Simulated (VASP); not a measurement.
Data:

```
Ga35CN35
1.0
    4.86832    -8.43217     0.00000
    4.86832     8.43217     0.00000
    0.00000     0.00000    10.55628
Ga N C
35 35 1
Cartesian
  1.62266  -0.93093   2.61245
  1.63240   0.94562  10.50236
  1.65162  -0.95260   7.93208
  1.44954   0.89400   5.29136
  3.18869   1.91010   2.49975
  3.24671   3.74100  10.50188
  3.30199   1.84235   7.78297
  3.19859   3.91957   5.28949
  4.86513   4.68561   2.61335
  4.87670   6.55659  10.55408
  4.89723   4.66920   7.93204
  4.90051   6.54091   5.29764
  3.23290  -3.73780   2.65559
  3.26948  -1.86159   0.01831
  3.25134  -3.74768   7.93572
  3.27544  -1.79415   5.31501
  4.86496  -0.84782   2.70659
  4.86712   0.94095  10.51689
  4.91657  -0.95281   7.87282
  6.41469   1.83690   2.70744
  6.49528   3.72616   0.01872
  6.52985   1.84393   7.87366
  6.44013   3.68593   5.31573
  4.81813  -6.53694   2.60738
  4.86156  -4.67897  10.55266
  4.87960  -6.54666   7.93019
  4.82194  -4.65529   5.29763
  6.44870  -3.71213   2.60644
  6.48563  -1.85539   0.00719
  6.48902  -3.76050   7.92998
  6.53160  -1.83007   5.30476
  8.11704  -0.93704   2.63541
  8.09763   0.93565   0.00845
  8.14898  -0.95426   7.94525
  8.09815   0.88502   5.30435
  1.64473  -0.91315   4.60844
  1.57947   0.94856   1.96422
  1.63656  -0.93554   9.91325
  1.64089   0.93213   7.23010
  3.21548   3.78322   1.96353
  3.26666   1.86517   9.79879
  3.26150   3.73727   7.22879
  4.86203   4.65562   4.60748
  4.87293   6.55813   1.98614
  4.87786   4.67573   9.91235
  4.90355   6.53989   7.27617
  3.20291  -3.72027   4.65020
  3.27428  -1.84621   2.03857
  3.23577  -3.73920   9.92477
  3.27389  -1.86983   7.27565
  4.97278  -0.59161   4.80500
  4.81217   0.97243   1.96866
  4.87564  -0.92172   9.86440
  5.00522   0.86007   6.87156
  6.24589   1.61491   4.80520
  6.48360   3.71367   2.03889
  6.48471   1.86450   9.86518
  6.50380   3.72525   7.27654
  4.80385  -6.52133   4.60362
  4.84694  -4.67031   1.98236
  4.86365  -6.55921   9.91111
  4.87197  -4.68425   7.27511
  6.42951  -3.70629   4.60323
  6.45371  -1.82539   2.01825
  6.49134  -3.74018   9.91095
  6.54003  -1.89788   7.27112
  8.16258  -0.96267   4.62653
  8.05510   0.94763   2.01946
  8.12202  -0.93925   9.92785
  8.16078   0.91053   7.27072
  5.28856   0.69657   5.45685
```
Cell charge +1.

Calculation: PBE GGA, VASP's PBE PAW potentials (set 64) (plane waves; VASP 6.6.1). Numerical set-up: PREC = Normal, LREAL = Auto, ISYM = 0, NELECT = 283.0, 400 eV cut-off, 1×1×1 Γ-centred mesh, Gaussian smearing of 0.050 eV, potentials Ga N C. Starting moments (MAGMOM): 71*0.0423. The cell's moment is fixed (NUPDOWN = 3).

At this cut-off the stress carries a Pulay error, which pulls relaxed volumes low. The cell is charged, with a uniform compensating background.  The supercell is sampled at Γ alone, which is coarse: total energies, pressure and levels can be off, energies of defects by several tenths of an eV.

### Question
What does the run give for the cell moment, energy per atom (σ→0), pressure?

### Answer

| Item | Result |
|---|---|
| cell moment | 3.00 μB |
| energy per atom (σ→0) | -6.022 eV/atom |
| pressure | -4.22 GPa |

### Question
Give the moment on each site (PAW-sphere projection).

### Answer

| site | moment (μB) |
|---|---|
| Ga1 | 0.01 |
| Ga2 | 0.02 |
| Ga3 | 0.01 |
| Ga4 | 0.12 |
| Ga5 | 0.12 |
| Ga6 | 0.02 |
| Ga7 | 0.06 |
| Ga8 | 0.12 |
| Ga9 | 0.01 |
| Ga10 | 0.01 |
| Ga11 | 0.01 |
| Ga12 | 0.02 |
| Ga13 | 0.01 |
| Ga14 | 0.01 |
| Ga15 | 0.01 |
| Ga16 | 0.03 |
| Ga17 | 0.02 |
| Ga18 | 0.01 |
| Ga19 | 0.03 |
| Ga20 | 0.02 |
| Ga21 | 0.01 |
| Ga22 | 0.03 |
| Ga23 | 0.03 |
| Ga24 | 0.01 |
| Ga25 | 0.01 |
| Ga26 | 0.01 |
| Ga27 | 0.01 |
| Ga28 | 0.01 |
| Ga29 | 0.01 |
| Ga30 | 0.01 |
| Ga31 | 0.05 |
| Ga32 | 0.01 |
| Ga33 | 0.01 |
| Ga34 | 0.01 |
| Ga35 | 0.05 |
| N36 | 0.01 |
| N37 | 0.05 |
| N38 | 0.01 |
| N39 | 0.04 |
| N40 | 0.05 |
| N41 | 0.02 |
| N42 | 0.04 |
| N43 | 0.01 |
| N44 | 0.01 |
| N45 | 0.01 |
| N46 | 0.01 |
| N47 | 0.01 |
| N48 | 0.02 |
| N49 | 0.01 |
| N50 | 0.01 |
| N51 | 0.02 |
| N52 | 0.04 |
| N53 | 0.02 |
| N54 | 0.02 |
| N55 | 0.02 |
| N56 | 0.02 |
| N57 | 0.02 |
| N58 | 0.01 |
| N59 | 0.04 |
| N60 | 0.01 |
| N61 | 0.01 |
| N62 | 0.01 |
| N63 | 0.04 |
| N64 | 0.01 |
| N65 | 0.01 |
| N66 | 0.02 |
| N67 | 0.02 |
| N68 | 0.01 |
| N69 | 0.01 |
| N70 | 0.02 |
| C71 | 0.33 |

Total energies compare only between runs with the same potentials, cut-off and functional.

The cell is a supercell with a defect, built from GaN (wurtzite): C_Ga-vac_N, charge +1.
